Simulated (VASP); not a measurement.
Output of a VASP run:

OSZICAR:
```
       N       E                     dE             d eps       ncg     rms          rms(c)
DAV:   1     0.186159781408E+02    0.18616E+02   -0.61949E+03 21097   0.142E+03
DAV:   2    -0.219026436694E+02   -0.40519E+02   -0.35073E+02 18769   0.330E+02
DAV:   3    -0.258736211636E+02   -0.39710E+01   -0.33264E+01 19465   0.158E+02
DAV:   4    -0.260873948339E+02   -0.21377E+00   -0.18607E+00 19726   0.179E+01
DAV:   5    -0.260971998190E+02   -0.98050E-02   -0.83957E-02 19453   0.237E+00    0.442E+01
RMM:   6    -0.250375302613E+02    0.10597E+01   -0.20323E-01 11766   0.281E+01    0.174E+01
RMM:   7    -0.247388328103E+02    0.29870E+00   -0.28950E+00 16517   0.308E+01    0.133E+00
RMM:   8    -0.247460472405E+02   -0.72144E-02   -0.19575E-01 17040   0.523E+00    0.951E-01
RMM:   9    -0.247477899688E+02   -0.17427E-02   -0.53639E-02 18019   0.128E+00    0.300E-01
RMM:  10    -0.247464532196E+02    0.13367E-02   -0.68598E-03 14543   0.204E+00    0.108E-01
RMM:  11    -0.247467328750E+02   -0.27966E-03   -0.50120E-03 17623   0.667E-01    0.388E-02
RMM:  12    -0.247468096486E+02   -0.76774E-04   -0.95371E-04 18084   0.181E-01    0.131E-02
RMM:  13    -0.247468211877E+02   -0.11539E-04   -0.14342E-04 16209   0.110E-01    0.286E-03
RMM:  14    -0.247468252406E+02   -0.40529E-05   -0.42566E-05 14330   0.539E-02    0.224E-02
RMM:  15    -0.247468258729E+02   -0.63227E-06   -0.65840E-06 10908   0.707E-02
   1 F= -.24746826E+02 E0= -.24746523E+02  d E =-.909404E-03
```

**OUTCAR**
```
------------------------ aborting loop because EDIFF is reached ----------------------------------------
  FORCE on cell =-STRESS in cart. coord.  units (eV):
  Direction    XX          YY          ZZ          XY          YZ          ZX
  --------------------------------------------------------------------------------------
  Total        2.8784868      0.0127858      4.0190463     -0.2903946      0.0000000      0.0000000
  in kB      159.0729845      0.7065792    222.1033973    -16.0479925      0.0000000      0.0000000
  external PRESSURE =     127.2943203 kB  Pullay stress =       0.0000000 kB
  volume of cell :       28.99
      direct lattice vectors                 reciprocal lattice vectors
     1.358413000 -2.458334000  0.000000000     0.368076572 -0.203389775  0.000000000
     1.358413000  2.458334000  0.000000000     0.368076572  0.203389775  0.000000000
     0.000000000  0.000000000  4.340859000     0.000000000  0.000000000  0.230369150
 POSITION                                       TOTAL-FORCE (eV/Angst)
 -----------------------------------------------------------------------------------
      1.35841      0.81945      1.08521         0.203212     -0.204404      0.000000
      1.41045     -0.81945      3.25564        -0.203212      0.204404     -0.000000
 -----------------------------------------------------------------------------------
    total drift:                               -0.000001      0.000000      0.000000
  FREE ENERGIE OF THE ION-ELECTRON SYSTEM (eV)
  ---------------------------------------------------
  free  energy   TOTEN  =       -24.7468258729 eV

  energy  without entropy=      -24.7459164685  energy(sigma->0) =      -24.74652274
```
(Selected blocks of OUTCAR.)

### POSCAR
```
Re
1
    1.3584130000    -2.4583340000     0.0000000000
    1.3584130000     2.4583340000     0.0000000000
    0.0000000000     0.0000000000     4.3408590000
Re
2
Direct
  0.3333330000   0.6666670000   0.2500000000
  0.6858190000   0.3524850000   0.7500000000
```

Write an INCAR and KPOINTS that could have produced this output.

Several could match; the one computed here: the input of the run itself, PBE GGA, plane waves, VASP's PBE PAW potentials (set 64).

**KPOINTS**
```
Automatic mesh
0
Gamma
14 14 8
0 0 0
```

**INCAR**
```
SYSTEM = Re
PREC = Accurate
ENCUT = 400
EDIFF = 1E-6
NELM = 100
ALGO = Fast
LREAL = .FALSE.
LASPH = .TRUE.
ISMEAR = 1
SIGMA = 0.1
GGA = PE
LMAXMIX = 6
LWAVE = .FALSE.
LCHARG = .FALSE.
ISIF = 2
```

POTCAR, in this order: Re (PBE.64 set). Program: vasp_std.

The compound is Re in the hcp structure. The cell was not relaxed at this level, atoms are displaced from their ideal sites. The run is one of a series of settings (ALGO = Fast against the base run), some of them coarse on purpose.
